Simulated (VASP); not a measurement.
```xyz
2
Lattice="0.0000 2.5082 2.5082 2.5082 0.0000 2.5082 2.5082 2.5082 0.0000" Properties=species:S:1:pos:R:3 pbc="T T T"
Li     0.0000     0.0000     0.0000
Cl     2.5082     2.5082     2.5082
```

These are TPSS meta-GGA, VASP's PBE PAW potentials (set 64) (plane waves; VASP) values and carry that method's errors. Settings: 520 eV cut-off, 9×9×9 Γ-centred mesh, Gaussian smearing of 0.050 eV, potentials Li_sv Cl.

### Question
The job: LiCl (rock salt), 2 atoms, TPSS, static run, 520 eV, 9×9×9 Γ-centred mesh. Roughly how much core time does it take on a busy server core?

### Answer
About 80 core-seconds (one run on a shared machine, a rough figure). It had 35 irreducible k-points, 9 bands, up to 869 plane waves and 35 electronic steps.

The compound is LiCl in the rock salt structure. This cell is one point of a volume scan, at 0.97 of the reference volume.
